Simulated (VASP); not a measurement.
Input:

```
NiSi2
1.0
    0.00000     2.73098     2.73098
    2.73098     0.00000     2.73098
    2.73098     2.73098     0.00000
Si Ni
2 1
Cartesian
  1.36549   1.36549   1.36549
  4.09646   4.09646   4.09646
  0.00000   0.00000   0.00000
```

Calculation: PW91 GGA, VASP's PBE PAW potentials (set 64) (plane waves; VASP). Settings: 520 eV cut-off, 11×11×11 Γ-centred mesh, tetrahedra with Blöchl corrections, potentials Si Ni.

**Question.** Predict the energy per atom (σ→0), band gap (on the k-mesh) with the smallest direct gap where there is one.

**Answer.** 
The band gap (on the k-mesh) is none (metal, semimetal or under 0.01 eV). The energy per atom (σ→0) comes out as -5.759 eV/atom.

The absolute energy has meaning only against runs of the same code, potentials and settings.

The compound is NiSi2 in the fluorite structure. It was relaxed first. The run is not spin-polarised, so no magnetic state was tried.
